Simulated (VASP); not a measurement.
Four VASP jobs (plane waves, PAW):

A. InSb (zinc blende), 2 atoms, PBEsol, static run, 520 eV, 10×10×10 Γ-centred mesh
B. MgSnAs$_{2}$ (space group I-42d), 8 atoms, LDA, optics run with many empty bands, 400 eV, 12×12×12 Γ-centred mesh
C. AlP (zinc blende), 2 atoms, RPBE, static run, 520 eV, 8×8×8 Γ-centred mesh
D. Ni3Si (L1_2), 4 atoms, revTPSS, static run, 520 eV, 9×9×9 Γ-centred mesh

The timings are rough (shared machines, no repeats); factors under 2 mean little.

Q: Order them by core time, cheapest first.

A: C (7 core-seconds), A (40 core-seconds), D (2 core-minutes), B (40 core-minutes)
